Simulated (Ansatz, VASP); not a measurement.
**One calculation of MgCdO, two programs**

File INCAR:

```
ALGO = Normal
EDIFF = 1E-6
ENCUT = 520
GGA = PE
ISIF = 2
ISMEAR = 0
LASPH = T
LCHARG = F
LREAL = F
LWAVE = F
NBANDS = 17
NELM = 80
PREC = Accurate
SIGMA = 0.1
```

File KPOINTS:

```
k-points
0
Gamma
  6 6 4
```

File POSCAR:

```
MgCdO
1.0
    3.2266540900      0.0000000000      0.0000000000
    0.0000000000      3.2266540900      0.0000000000
    0.0000000000      0.0000000000      5.2335413700
Mg Cd O
1 1 1
Direct
    0.0000000000      0.0000000000      0.1373461400
    0.5000000000      0.5000000000      0.7455848900
    0.5000000000      0.5000000000      0.3305869900
```

Input for Ansatz:

```yaml
crystal:
  lattice:
    - [3.22665409, 0.0, 0.0]
    - [0.0, 3.22665409, 0.0]
    - [0.0, 0.0, 5.23354137]
  atoms:
    - { symbol: Mg, position: [0.0, 0.0, 0.13734614] }
    - { symbol: Cd, position: [0.5, 0.5, 0.74558489] }
    - { symbol: O, position: [0.5, 0.5, 0.33058699] }
basis:
  ecutwfc: 420
kpoints:
  mp_grid: { grid: [6, 6, 4] }
hamiltonian:
  xc: pbe
scf:
  occupations: { method: gaussian, width: 0.1 }
  lower_state_search: "off"
output:
  forces: true
  stress: true
  eigenvalues: true
```

Alike in both runs: task single point; functional PBE; k mesh 6 × 6 × 4; occupations gaussian, width 0.1 eV; no spin polarisation.

```csv
,VASP,Ansatz
version,VASP 6.6.1,Ansatz 0.2.0
potentials or method,"VASP PAW PBE potentials, release 64 (Mg, Cd, O)","scalar-relativistic, plane waves, PAW"
plane-wave cutoff (eV),520,420
valence electrons in the cell,20,36
```

Ansatz gave:

```
gap on the k mesh at the Fermi level (eV)       : none
pressure (GPa)                                  : -8.9
largest component of the traceless stress (GPa) : 4.64
rms of the force components (eV/Å)              : 0.980
```

Problem. Which values does VASP return?

Solution. gap on the k mesh at the Fermi level (eV): none; pressure (GPa): -8.8; largest component of the traceless stress (GPa): 5.09; rms of the force components (eV/Å): 0.998.

Atom by atom the forces differ by 0.053 eV/Å (rms over components). A gap of «none» marks a metal or a gap that the smearing closes. The functional is the same, so the differences come from potentials, cutoffs and numerics. The two sets of potentials don't hold the same shells in valence.

Caveats: forces of over 1 eV/Å show positions far from the minimum, so gaps and moduli don't describe the material at rest.
